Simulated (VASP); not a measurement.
Si (diamond), at 0.96 of the tabulated volume:

```
Si
1.0
    0.00000     2.67880     2.67880
    2.67880     0.00000     2.67880
    2.67880     2.67880     0.00000
Si
2
Cartesian
  0.00000   0.00000   0.00000
  1.33940   1.33940   1.33940
```

The lowest empty band near the point 0.84 of the way from Γ to X, direction across the valley's axis, from PBE with spin-orbit coupling in VASP (PAW); its two spin partners are averaged. The gap over the points computed is 0.48 eV, and the next band on that side lies 0.57 eV away at the edge.

Numerical set-up: 400 eV cut-off, 10×10×10 Γ-centred mesh, Gaussian smearing of 0.050 eV, potentials Si.

| distance from the edge in k (1/Å) | distance in energy (meV) |
|---|---|
| 0.018 | 6.5 |
| 0.025 | 12.6 |
| 0.035 | 24.6 |
| 0.050 | 49.8 |
| 0.070 | 96.7 |

Task: Fit E(1 + αE) = ħ²k²/2m* (ħ²/2m0 = 3.810 eV Å²) and predict the row at 0.095 1/Å.

Result: Least squares on the energies gives the electron mass m* = 0.189 m0 and α = 0.22 per eV, and so 175.1 meV. The run gave 175.3 meV, +0.2 meV from the fit.

Left out are points under 3 meV from the edge, since the levels carry 0.1 meV, and points farther than half the way to the next band.

The compound is Si in the diamond structure. The cell was not relaxed at this level.
